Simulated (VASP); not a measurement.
Set up this calculation in VASP 6.6.1, as the native input.

```yaml
Task: relaxation of cell and atoms
Functional: PBEsol
Potentials_or_basis: VASP PAW PBE potentials, release 64 (Ge_d)
Cutoff: 600 eV
k_mesh: 10 × 10 × 10
Occupations: gaussian, width 0.03 eV
Spin: no spin polarisation
Further_INCAR_settings: ALGO = Normal; EDIFF = 1e-06; IBRION = 2; EDIFFG = -0.01; NSW = 90; ISIF = 3
```

The structure of Ge lies in POSCAR:

```
Ge
1.0
    0.0000000000      2.8289100000      2.8289100000
    2.8289100000      0.0000000000      2.8289100000
    2.8289100000      2.8289100000      0.0000000000
Ge
2
Direct
    0.0000000000      0.0000000000      0.0000000000
    0.2500000000      0.2500000000      0.2500000000
```

The input as run:

INCAR

```
ALGO = Normal
EDIFF = 1E-6
EDIFFG = -0.01
ENCUT = 600
GGA = PS
IBRION = 2
ISIF = 3
ISMEAR = 0
KPAR = 2
LASPH = True
LCHARG = False
LREAL = False
LWAVE = False
NELM = 80
NSW = 90
PREC = Accurate
SIGMA = 0.03
```

KPOINTS

```
k-points
0
Gamma
  10 10 10
```

Potentials or basis: VASP PAW PBE potentials, release 64 (Ge_d).

Launch:

```bash
$ cat potpaw_PBE.64/Ge_d/POTCAR > POTCAR
$ mpirun -np 2 vasp_std > vasp.out
```

Results of the run:

```json
{
  "Relaxed volume": "22.85 Å³/atom",
  "Relaxed cell": "a = 4.013 Å, b = 4.013 Å, c = 4.013 Å, α = 60.00°, β = 60.00°, γ = 60.00°",
  "Space group after relaxing (to 0.05 Å)": "Fd-3m (No. 227)",
  "Energy gained by relaxing": "0.4 meV/atom",
  "Ionic steps": "3",
  "Pressure after relaxing": "0.0 GPa",
  "Band gap on the k mesh": "none (metal or under the smearing width)"
}
```

Caveat: the PAW data sets were made with another functional, which shifts forces and pressure a little; this crystal is a semiconductor, whose small gap the functional closes, so the metal is an error of the method.

Wall time 41 s on 2 MPI ranks on AMD EPYC 7R13 Processor (Zen 3), with other jobs on the host, peak memory 0.18 GiB a rank.
